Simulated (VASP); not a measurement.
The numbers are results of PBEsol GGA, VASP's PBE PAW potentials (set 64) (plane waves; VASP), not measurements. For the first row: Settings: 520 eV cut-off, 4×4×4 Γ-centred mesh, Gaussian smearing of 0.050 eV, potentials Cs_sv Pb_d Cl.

```csv
system,energy (eV/atom)
CsPbCl3 (cubic perovskite),-3.6719
Cs atom,-0.1802
Pb atom,-0.6586
Cl atom,-0.2407
```

Atoms are spin-polarised in a large box without symmetry, with the spin fixed by Hund's rule, and may not be in the lowest state of each functional; no zero-point energy is added.  Spin-orbit coupling is left out, which shifts such energies by up to tenths of an eV for the heavy elements here.

**Question.** What is the cohesive energy per atom of CsPbCl₃?

**Answer.** The references average (1×(-0.1802) + 1×(-0.6586) + 3×(-0.2407))/5 = -0.3122 eV, so the cohesive energy is -0.3122 − (-3.6719) = 3.360 eV/atom.
